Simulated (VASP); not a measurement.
Calculation: PBEsol GGA, VASP's PBE PAW potentials (set 64) (plane waves; VASP).

Input for VASP

### INCAR
```
LMAXMIX=4   # l cut-off of mixed one-centre charges
LASPH=.TRUE.   # aspherical one-centre terms
EDIFF=1E-6   # SCF stop (eV)
NELM=100
GGA=PS
ALGO=Normal   # blocked Davidson
LWAVE=.FALSE.
PREC=Accurate
ENCUT=620   # plane-wave cut-off (eV)
ISIF=3
LCHARG=.FALSE.
EDIFFG=-0.02   # ionic stop
SIGMA=0.05
NSW=40   # most ionic steps
ISMEAR=0
SYSTEM=GaN
IBRION=2
LREAL=.FALSE.   # projection in real space or not
PSTRESS=200
```

### KPOINTS
```
kpoints
0
G
10 10 10
0 0 0
```

File POSCAR:
```
GaN
1.0
  0.0000000000   2.2113426715   2.2113426715
  2.2113426715   0.0000000000   2.2113426715
  2.2113426715   2.2113426715   0.0000000000
Ga N
1 1
Direct
  0.0000000000   0.0000000000   0.0000000000
  0.2500000000   0.2500000000   0.2500000000
```

POTCAR, in this order: Ga_d N (PBE.64 set). Program: vasp_std.

Energy and stress use the plane-wave basis of the starting cell.

Task: What does the run give for the energy per atom (σ→0), volume per atom, band gap (on the k-mesh)?

Result: 
```
Property                           Value
------------------------  --------------
energy per atom (σ→0)     -6.508 eV/atom
band gap (on the k-mesh)         2.29 eV
volume per atom           10.41 Å^3/atom
```

OSZICAR:
```
...
DAV:   2    -0.131331994866E+02    0.39229E+00   -0.60466E-01  1467   0.277E+01    0.200E+00
DAV:   3    -0.130261785705E+02    0.10702E+00   -0.13550E-01  1457   0.153E+01    0.405E-01
DAV:   4    -0.130151094025E+02    0.11069E-01   -0.23583E-02  1544   0.271E+00    0.103E-01
DAV:   5    -0.130150575345E+02    0.51868E-04   -0.74385E-04  1530   0.707E-01    0.501E-02
DAV:   6    -0.130150604953E+02   -0.29608E-05   -0.96234E-05  1438   0.252E-01    0.759E-03
DAV:   7    -0.130150576672E+02    0.28281E-05   -0.12282E-05  1473   0.136E-01    0.529E-03
DAV:   8    -0.130150566897E+02    0.97742E-06   -0.20930E-06   844   0.302E-02
   3 F= -.10416817E+02 E0= -.10416817E+02  d E =-.261626E-01
```

The compound is GaN in the zinc blende structure, a metastable form; wurtzite is the usual one. This run relaxes it under an external pressure of 20 GPa. Symmetry was kept, so distortions that lower it aren't found.
